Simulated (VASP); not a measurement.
Consider the following.

```xyz
2
Lattice="0.0000 1.8130 1.8130 1.8130 0.0000 1.8130 1.8130 1.8130 0.0000" Properties=species:S:1:pos:R:3 pbc="T T T"
B      0.0000     0.0000     0.0000
N      2.7195     2.7195     2.7195
```

All values below come from HSE06 screened hybrid, VASP's PBE PAW potentials (set 64) (plane waves; VASP). Numerical set-up: 500 eV cut-off, 10×10×10 Γ-centred mesh, Gaussian smearing of 0.050 eV, potentials B N.

**Question.** Give the stress tensor in GPa (positive for a compressed cell).

**Answer.** 
```
-9.24   0.00   0.00
 0.00  -9.24   0.00
 0.00   0.00  -9.24
```
The pressure is its mean diagonal, -9.24 GPa.

The structure comes from a computed database's BN entry (F-43m); how it stands against other phases isn't given here. The cell was not relaxed at this level. The cell's shape comes from a PBE relaxation.
